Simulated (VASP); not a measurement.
# Driving VASP from ASE on CoSi2, part 4 of 4

Do ASE scripts that read CoSi2 from different structure formats give one answer, and do several routes find one equilibrium volume? All runs use LDA. Left out of this account: 1 further run (fields: a reference on another mesh). The start is a cell from a database of measured crystal structures.

VASP 6.6.1, plane waves and PAW; the level of theory is named at each step.

Still holding for the runs below: The cell holds one magnetic atom, so no antiferromagnetic order fits into it.

So far. Step 4 (Relaxing cell and atoms (LDA, through ASE)): It ends with forces that vanish by symmetry and a pressure of -0.13 GPa. Step 5 (Energy against volume, from ASE (LDA)): The fitted volume lies +0.03 % from the relaxed one.

## (6) Relaxation driven by ASE (LDA)

Level of this step: LDA, spin-polarised from a ferromagnetic start (one magnetic atom a cell); plane waves and PAW (Co, Si) (VASP).

Here ASE drives the relaxation and calls VASP for forces and stress at each step.

The input, run.py:

```python
import numpy as np
from ase.calculators.vasp import Vasp
from ase import Atoms
from ase.optimize import BFGS
from ase.filters import FrechetCellFilter

atoms = Atoms(['Co', 'Si', 'Si'],
              cell=[[0.0, 2.6825, 2.6825], [2.6825, 0.0, 2.6825], [2.6825, 2.6825, 0.0]],
              scaled_positions=[[0.0, 0.0, 0.0], [0.25, 0.25, 0.25], [0.75, 0.75, 0.75]],
              pbc=True)

calc = Vasp(
    xc='lda',
    pp='LDA',
    prec='Accurate',
    encut=400,
    ediff=1e-06,
    nelm=100,
    ismear=-1,
    sigma=0.05,
    lreal=False,
    algo='Normal',
    nbands=18,
    ispin=2,
    lasph=True,
    lmaxmix=4,
    lorbit=11,
    lwave=False,
    lcharg=False,
    kpar=4,
    isif=2,
    pp_version='64',
    setups={'Co': '', 'Si': ''},
    kpts=(10, 10, 10),
    gamma=True,
    txt='vasp.out',
    magmom=[2.0, 0.0, 0.0],
)
atoms.calc = calc

BFGS(FrechetCellFilter(atoms)).run(fmax=0.02, steps=30)
print("cell (A, degrees):", np.round(atoms.cell.cellpar(), 4))
print("volume (A^3):", round(atoms.get_volume(), 4))
print("energy (eV):", round(atoms.get_potential_energy(), 6))
print("Fermi level (eV):", round(calc.get_fermi_level(), 4))
print("forces (eV/A):")
print(np.round(atoms.get_forces(), 4))
print("stress (GPa, Voigt, tension positive):", np.round(atoms.get_stress() * 160.21766, 3))
print("magnetic moment (muB):", round(atoms.get_magnetic_moment(), 3))
```

Potentials, in the order of the species: Co and Si (LDA family, release 64).

Launch:

```console
$ export ASE_VASP_COMMAND="mpirun -np 4 vasp_std"
$ python run.py
```

Output:

```text
Step     Time          Energy          fmax
BFGS:    0 --:--:--      -21.877701        0.743515
BFGS:    1 --:--:--      -21.898524        0.597102
BFGS:    2 --:--:--      -21.932728        0.045847
BFGS:    3 --:--:--      -21.933025        0.002528
cell (A, degrees): [ 3.7299  3.7299  3.7299 60.     60.     60.    ]
volume (A^3): 36.6915
energy (eV): -21.929613
Fermi level (eV): 10.6318
forces (eV/A):
[[ 0. -0.  0.]
 [-0. -0. -0.]
 [ 0.  0.  0.]]
stress (GPa, Voigt, tension positive): [ 0.033  0.033  0.033 -0.    -0.     0.   ]
magnetic moment (muB): 0.0
```

Wall time 51 s (4 MPI ranks of Intel Xeon Platinum 8259CL at 2.50GHz (Skylake/Cascade Lake), shared host); peak memory 0.58 GiB.

ASE turned this into the INCAR:

```
ENCUT = 400.000000
SIGMA = 0.050000
EDIFF = 1.00e-06
ALGO = Normal
PREC = Accurate
ISIF = 2
ISMEAR = -1
ISPIN = 2
KPAR = 4
LMAXMIX = 4
LORBIT = 11
NBANDS = 18
NELM = 100
MAGMOM = 1*2.0000 2*0.0000
LASPH = .TRUE.
LCHARG = .FALSE.
LWAVE = .FALSE.
LREAL = .FALSE.
```

ASE turned this into the KPOINTS:

```
KPOINTS created by Atomic Simulation Environment
0
Gamma
10 10 10
0 0 0
```

vasp.out (the last of its runs):

```text
[... set-up lines as in an earlier step ...]
 entering main loop
       N       E                     dE             d eps       ncg     rms          rms(c)
DAV:   1     0.526347322068E+02    0.52635E+02   -0.56816E+03  3464   0.740E+02
DAV:   2    -0.196736933568E+02   -0.72308E+02   -0.62947E+02  3708   0.171E+02
DAV:   3    -0.229405957403E+02   -0.32669E+01   -0.31917E+01  4268   0.412E+01
DAV:   4    -0.229958785779E+02   -0.55283E-01   -0.55206E-01  4054   0.498E+00
DAV:   5    -0.229974966294E+02   -0.16181E-02   -0.16178E-02  4178   0.901E-01    0.167E+01
DAV:   6    -0.264811556863E+02   -0.34837E+01   -0.17756E+01  3606   0.897E+01    0.171E+01
DAV:   7    -0.220025688102E+02    0.44786E+01   -0.88418E+00  4168   0.715E+01    0.381E+00
DAV:   8    -0.219661700982E+02    0.36399E-01   -0.53248E-01  3858   0.395E+00    0.203E+00
DAV:   9    -0.219340896242E+02    0.32080E-01   -0.56990E-02  4162   0.414E+00    0.771E-01
DAV:  10    -0.219333527146E+02    0.73691E-03   -0.35689E-03  4614   0.452E-01    0.319E-01
DAV:  11    -0.219330218396E+02    0.33087E-03   -0.48282E-04  4478   0.373E-01    0.141E-01
DAV:  12    -0.219330301773E+02   -0.83377E-05   -0.85848E-05  4462   0.114E-01    0.403E-02
DAV:  13    -0.219330257162E+02    0.44611E-05   -0.85128E-06  4442   0.368E-02    0.131E-02
DAV:  14    -0.219330251082E+02    0.60801E-06   -0.52664E-07  2088   0.104E-02
   1 F= -.21933025E+02 E0= -.21929613E+02  d E =-.682432E-02  mag=    -0.0001
```

Parts of OUTCAR (step 6):

```text
   ENCUT  =  400.0 eV  29.40 Ry    5.42 a.u.   6.08  6.08  6.08*2*pi/ulx,y,z

   NELECT =      17.0000    total number of electrons

 E-fermi :  10.6318

 spin component 1
 k-point     1 :       0.0000    0.0000    0.0000
  band No.  band energies     occupation
    ...
      2       6.3251      1.00000
      3       6.3251      1.00000
      4       6.3251      1.00000
      5       8.5612      1.00000
      6       8.5612      1.00000
      7      11.7607      0.00000
      8      14.1115      0.00000
      9      14.1115      0.00000
     10      14.1115      0.00000
     11      14.2249      0.00000
    ...

 k-point     2 :       0.1000    0.0000    0.0000
  band No.  band energies     occupation
    ...
      2       5.9779      1.00000
      3       6.3809      1.00000
      4       6.3809      1.00000
      5       8.5149      1.00000
      6       8.5149      1.00000
      7      11.6765      0.00000
      8      12.6000      0.00000
      9      13.2459      0.00000
     10      13.2459      0.00000
     11      15.1235      0.00000
    ...

  Total       -0.0075835     -0.0075835     -0.0075835      0.0000000     -0.0000000      0.0000000
  in kB       -0.3311441     -0.3311441     -0.3311441      0.0000000     -0.0000000      0.0000000
  external PRESSURE =      -0.3311441 kB  Pullay stress =       0.0000000 kB

 POSITION                                       TOTAL-FORCE (eV/Angst)
 -----------------------------------------------------------------------------------
      0.00000      0.00000      0.00000         0.000000     -0.000000      0.000000
      1.31871      1.31871      1.31871        -0.000000     -0.000000     -0.000000
      3.95612      3.95612      3.95612         0.000000      0.000000      0.000000
 -----------------------------------------------------------------------------------
    total drift:                               -0.000000      0.000000      0.000000

  FREE ENERGIE OF THE ION-ELECTRON SYSTEM (eV)
  ---------------------------------------------------
  free  energy   TOTEN  =       -21.9330251082 eV

  energy  without entropy=      -21.9262007833  energy(sigma->0) =      -21.92961295

 magnetization (x)
# of ion       s       p       d       tot
------------------------------------------
    1       -0.000  -0.000   0.000   0.000
    2        0.000   0.000   0.000   0.000
    3        0.000   0.000   0.000   0.000
--------------------------------------------------
tot         -0.000   0.000   0.000   0.000

[... 3 parts as in an earlier step ...]

[... 18 further parts left out ...]
```

Numbers from this step:

```yaml
optimizer_steps: 3
volume_after_bfgs: 12.23 Å³/atom
```

## (7) The runs together

```
                                                run  atoms      mesh  energy (eV/atom)  pressure (GPa)
      ASE, structure read from an extended xyz file      3  10×10×10          -7.29129          -9.257
ASE, structure read from a CIF with its space group     12     4×4×4          -7.28539          -9.499
```

## (8) A single point (LDA, through ASE), changed input

A single point gives energy, forces and stress at these settings. Some settings are moved from the usual, to see what they do.

Changes to run.py since step 6:

```diff
@@ -3,4 +3,3 @@
 from ase import Atoms
-from ase.optimize import BFGS
-from ase.filters import FrechetCellFilter
+from ase.dft.bandgap import bandgap
 
@@ -31,2 +30,4 @@
     isif=2,
+    nelmdl=0,
+    nelect=17.02,
     pp_version='64',
@@ -40,5 +41,2 @@
 
-BFGS(FrechetCellFilter(atoms)).run(fmax=0.02, steps=30)
-print("cell (A, degrees):", np.round(atoms.cell.cellpar(), 4))
-print("volume (A^3):", round(atoms.get_volume(), 4))
 print("energy (eV):", round(atoms.get_potential_energy(), 6))
@@ -49 +47,3 @@
 print("magnetic moment (muB):", round(atoms.get_magnetic_moment(), 3))
+gap, p1, p2 = bandgap(calc, direct=False)
+print("gap on the mesh (eV):", round(gap, 4))
```

Output:

```text
energy (eV): -21.675144
Fermi level (eV): 9.9518
forces (eV/A):
[[ 0.  0.  0.]
 [-0. -0. -0.]
 [ 0.  0.  0.]]
stress (GPa, Voigt, tension positive): [ 8.128  8.128  8.128  0.    -0.    -0.   ]
magnetic moment (muB): 0.0
gap on the mesh (eV): 0.0
```

It took 17 s on 4 MPI ranks; peak memory 0.64 GiB; 57 s of CPU time.

ASE turned this into the INCAR:

```
ENCUT = 400.000000
NELECT = 17.020000
SIGMA = 0.050000
EDIFF = 1.00e-06
ALGO = Normal
PREC = Accurate
ISIF = 2
ISMEAR = -1
ISPIN = 2
KPAR = 4
LMAXMIX = 4
LORBIT = 11
NBANDS = 18
NELM = 100
NELMDL = 0
MAGMOM = 1*2.0000 2*0.0000
LASPH = .TRUE.
LCHARG = .FALSE.
LWAVE = .FALSE.
LREAL = .FALSE.
```

ASE turned this into the KPOINTS:

```
KPOINTS created by Atomic Simulation Environment
0
Gamma
10 10 10
0 0 0
```

VASP's own log, vasp.out:

```text
[... set-up lines as in an earlier step ...]
 entering main loop
       N       E                     dE             d eps       ncg     rms          rms(c)
DAV:   1     0.535586702611E+02    0.53559E+02   -0.56446E+03  3424   0.731E+02
DAV:   2    -0.193880714786E+02   -0.72947E+02   -0.64384E+02  3590   0.171E+02
DAV:   3    -0.226937033258E+02   -0.33056E+01   -0.32143E+01  4350   0.411E+01
DAV:   4    -0.227501660842E+02   -0.56463E-01   -0.56345E-01  4052   0.500E+00
DAV:   5    -0.227518428535E+02   -0.16768E-02   -0.16765E-02  4234   0.906E-01BRMIX: very serious problems
 the old and the new charge density differ
 old charge density:    17.00000 new   17.02000
BRMIX: very serious problems
 the old and the new charge density differ
 old charge density:    17.00000 new   17.02000
BRMIX: very serious problems
 the old and the new charge density differ
 old charge density:    17.00000 new   17.02000
BRMIX: very serious problems
 the old and the new charge density differ
 old charge density:    17.00000 new   17.02000
    0.160E+01
DAV:   6    -0.268049134400E+02   -0.40531E+01   -0.19144E+01  3610   0.919E+01    0.186E+01
DAV:   7    -0.217354332709E+02    0.50695E+01   -0.94495E+00  4190   0.728E+01    0.343E+00
DAV:   8    -0.217163465004E+02    0.19087E-01   -0.62456E-01  4028   0.469E+00    0.204E+00
DAV:   9    -0.216798776531E+02    0.36469E-01   -0.69614E-02  4048   0.442E+00    0.764E-01
DAV:  10    -0.216793096395E+02    0.56801E-03   -0.36619E-03  4752   0.485E-01    0.326E-01
DAV:  11    -0.216789081490E+02    0.40149E-03   -0.50624E-04  4514   0.362E-01    0.140E-01
DAV:  12    -0.216789279905E+02   -0.19841E-04   -0.10632E-04  4560   0.117E-01    0.451E-02
DAV:  13    -0.216789220171E+02    0.59734E-05   -0.10821E-05  4644   0.401E-02    0.147E-02
DAV:  14    -0.216789210902E+02    0.92686E-06   -0.55200E-07  2096   0.961E-03
   1 F= -.21678921E+02 E0= -.21675144E+02  d E =-.755503E-02  mag=    -0.0002
```

From OUTCAR (step 8):

```text
NELECT = 17.020000

 ion  position               nearest neighbor table
   1  0.000  0.000  0.000-   3 2.32   3 2.32   3 2.32   2 2.32   3 2.32   2 2.32   2 2.32   2 2.32

 E-fermi :   9.9518

 spin component 1
 k-point     1 :       0.0000    0.0000    0.0000
  band No.  band energies     occupation
    ...
      2       5.8564      1.00000
      3       5.8564      1.00000
      4       5.8564      1.00000
      5       8.0379      1.00000
      6       8.0379      1.00000
      7      10.5457      0.00001
      8      13.3172      0.00000
      9      13.3172      0.00000
     10      13.3172      0.00000
     11      13.3880      0.00000
    ...

 k-point     2 :       0.1000    0.0000    0.0000
  band No.  band energies     occupation
    ...
      2       5.4856      1.00000
      3       5.9100      1.00000
      4       5.9100      1.00000
      5       7.9939      1.00000
      6       7.9939      1.00000
      7      10.6393      0.00000
      8      11.7221      0.00000
      9      12.4569      0.00000
     10      12.4569      0.00000
     11      14.2362      0.00000
    ...

  Total       -1.9585641     -1.9585641     -1.9585641     -0.0000000      0.0000000      0.0000000
  in kB      -81.2828988    -81.2828988    -81.2828988     -0.0000000      0.0000000      0.0000000
  external PRESSURE =     -81.2828988 kB  Pullay stress =       0.0000000 kB

 POSITION                                       TOTAL-FORCE (eV/Angst)
 -----------------------------------------------------------------------------------
      0.00000      0.00000      0.00000         0.000000      0.000000      0.000000
      1.34125      1.34125      1.34125        -0.000000     -0.000000     -0.000000
      4.02375      4.02375      4.02375         0.000000      0.000000      0.000000
 -----------------------------------------------------------------------------------
    total drift:                               -0.000000     -0.000000      0.000000

  FREE ENERGIE OF THE ION-ELECTRON SYSTEM (eV)
  ---------------------------------------------------
  free  energy   TOTEN  =       -21.6789210902 eV

  energy  without entropy=      -21.6713660645  energy(sigma->0) =      -21.67514358

 magnetization (x)
# of ion       s       p       d       tot
------------------------------------------
    1       -0.000   0.000   0.000   0.000
    2        0.000  -0.000   0.000   0.000
    3        0.000  -0.000   0.000   0.000
--------------------------------------------------
tot         -0.000   0.000   0.000   0.000

[... 7 parts as in an earlier step ...]

[... 13 further parts left out ...]
```

The run converged; its settings lie outside those of the reference runs, so its numbers are set aside.

Settings moved from the usual: NELMDL = 0 and NELECT = 17.02.

NELECT differs from the neutral count, so the cell is charged against a uniform background: another system, not a numerical setting. NELMDL acts on the way to self-consistency or on speed; a fully converged result doesn't depend on them, though slow mixing can meet EDIFF with the stress still off.

## (9) What came out

* energy, ASE, structure read from an extended xyz file: -7.29129 eV/atom
* energy, ASE, structure read from a CIF with its space group: -7.28539 eV/atom
* volume from VASP's own relaxation: 12.24 Å³/atom
* volume from the fit of the ASE volume loop: 12.24 Å³/atom
* volume from BFGS in ASE: 12.23 Å³/atom

In words: With the structure read from a CIF with its space group, ASE's run differs from the first script by +5.9 meV an atom, on the larger cell and its own mesh. The routes to the equilibrium volume agree within 0.10 %. VASP's relaxation keeps the plane waves of its start, while ASE starts VASP afresh at each cell, and a loop at fixed shape can't relax anything but the volume. Only the typed magnetic starts were tried, so the magnetic ground state may differ and with it the other results.

[Lines on the potential files, build, host, timing and source positions are cut from VASP's logs without a mark.]

[Logs are printed without paths, hosts, clocks, repeated set-up lines and the standing remarks that a program may print on its own settings, such as how far it seeks lower states.]

[Hosts, paths, dates, database ids (printed as entryN), source tags and the programs' standing remarks are cut or masked in the printed files.]

[A measured line is paired with the nearest computed mode of its activity, which favours agreement.]
